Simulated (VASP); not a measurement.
Calculation: PBEsol GGA, VASP's PBE PAW potentials (set 64) (plane waves; VASP). Each cell was relaxed at this level.

**Question.** Which of these has an unstable (imaginary) mode at Γ?
A) Mg3ZnO4, Pm-3m (221)
B) Mg2Si, Fm-3m (225)
C) Ag2S, Cmce (64)
D) Ag3Sn, P-6m2 (187)

**Answer.** C, Ag2S, Cmce (64). Its optical Γ-point modes are 104i, 16, 35, 37, 69, 77, 81, 95, 111, 116, 116, 125, 177, 196, 235 cm⁻¹.
